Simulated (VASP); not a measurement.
Energy against volume of La (dhcp). These are optB86b-vdW, VASP's PBE PAW potentials (set 64) (plane waves; VASP) values and carry that method's errors. Run with 520 eV cut-off, 10×10×3 Γ-centred mesh, first-order Methfessel-Paxton smearing of 0.10 eV, potentials La.

Shape and ions are relaxed at each volume.

```json
[
 {"V (Å³/atom)": "33.049", "E (eV/atom)": "-2.74077"},
 {"V (Å³/atom)": "34.103", "E (eV/atom)": "-2.75109"},
 {"V (Å³/atom)": "35.158", "E (eV/atom)": "-2.75524"},
 {"V (Å³/atom)": "36.213", "E (eV/atom)": "-2.75399"}
]
```

Fit these four points and predict the energy of the run at 37.267 Å³/atom.

A cubic in V^(−2/3), the third-order Birch-Murnaghan form, passes through the four points with V0 = 35.42 Å³/atom and B0 = 27 GPa, and gives -2.7480 eV/atom there. The run gave -2.7479 eV/atom, +0.1 meV/atom from the fit; all five points give B0 = 27 GPa.

The compound is La in the dhcp structure. It was relaxed first, which changed the volume by -5 %.
